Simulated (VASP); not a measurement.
An input for Ansatz (written as the equivalent of a VASP run, and not itself run):

Ansatz 0.2 input:
```yaml
crystal:
  lattice:
    - [0.0000000, 2.8276077, 2.8276077]
    - [2.8276077, 0.0000000, 2.8276077]
    - [2.8276077, 2.8276077, 0.0000000]
  atoms:
    - { symbol: Sn, position: [0.0000000, 0.0000000, 0.0000000] }
    - { symbol: Te, position: [0.5000000, 0.5000000, 0.5000000] }
kpoints:
  mp_grid: { grid: [11, 11, 11] }
hamiltonian:
  xc: pbesol
  pseudopotentials: { kind: paw }
scf:
  occupations: { method: methfessel_paxton, width: 0.1 }
  max_iter: 100
relax:
  max_steps: 40
  f_tol: 0.02
  cell: { p_target: 30 }
output: { forces: true, stress: true, eigenvalues: true }
```

Write the VASP files for the same calculation (PBEsol).

Several could match; the one computed here: 
**INCAR**
```
! general
SYSTEM  = SnTe
PREC    = Accurate
ENCUT   = 500
LREAL   = .FALSE.
LASPH   = .TRUE.

! electronic loop
EDIFF   = 1E-6
NELM    = 100
ALGO    = Normal
LMAXMIX = 4

! smearing
ISMEAR  = 1
SIGMA   = 0.1

! functional
GGA     = PS

! ions
IBRION  = 2
NSW     = 40
ISIF    = 3
EDIFFG  = -0.02
PSTRESS = 300

! output
LWAVE   = .FALSE.
LCHARG  = .FALSE.
```

**KPOINTS**
```
Automatic mesh
0
Gamma
11 11 11
0 0 0
```

POSCAR:
```
SnTe
1
   -0.0000000000     2.8276077073     2.8276077073
    2.8276077073     0.0000000000     2.8276077073
    2.8276077073     2.8276077073    -0.0000000000
Sn Te
1 1
Direct
  0.0000000000   0.0000000000   0.0000000000
  0.5000000000   0.5000000000   0.5000000000
```

POTCAR, in this order: Sn_d Te (PBE.64 set). Program: vasp_std.

The two are equivalent in intent, not identical: each code has its own PAW files, so the cut-off isn't converted (ENCUT is set for VASP's; basis.ecutwfc is left out, and Ansatz then takes the one that its files recommend); Ansatz stops its SCF on the density residual and VASP on the energy change (EDIFF).

The structure was generated: SnTe was put into the rock salt type (Fm-3m), which need not be its known phase. It was relaxed first under an external pressure of 30 GPa.
